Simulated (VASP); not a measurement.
Elastic constants (GPa) of a crystal from PBEsol GGA, VASP's PBE PAW potentials (set 64) run with VASP 6.6.1:

```csv
,xx,yy,zz,yz,xz,xy
xx,951.3,141.1,62.6,0.0,0.0,0.0
yy,141.1,951.3,62.6,0.0,0.0,0.0
zz,62.6,62.6,1050.3,0.0,0.0,0.0
yz,0.0,0.0,0.0,333.1,0.0,0.0
xz,0.0,0.0,0.0,0.0,333.1,0.0
xy,0.0,0.0,0.0,0.0,0.0,405.1
```

Q: Work out the Voigt, Reuss and Hill moduli, Young's modulus and Poisson's ratio.

A: All eigenvalues are positive (smallest 333.1 GPa), so the crystal is stable. K_V = (C11+C22+C33+2(C12+C13+C23))/9 = (2952.9 + 2×266.3)/9 = 387.3 GPa; G_V = (2952.9 − 266.3 + 3×1071.3)/15 = 393.4 GPa. From the compliances, K_R = 387.2 GPa and G_R = 385.2 GPa. Hill: K = 387.3 GPa, G = 389.3 GPa, E = 9KG/(3K+G) = 874.7 GPa, ν = (3K−2G)/(2(3K+G)) = 0.124. K/G = 0.99, below Pugh's 1.75; universal anisotropy A^U = 0.11.

Q: With a density of 3.50 g/cm³, what are the mean sound speeds?

A: v_l = √((K+4G/3)/ρ) = 16.09 km/s and v_t = √(G/ρ) = 10.55 km/s. The crystal is BN (space group P6_3mc), hexagonal.

The structure comes from a computed database's BN entry (P6_3mc); how it stands against other phases isn't given here. It was relaxed first.
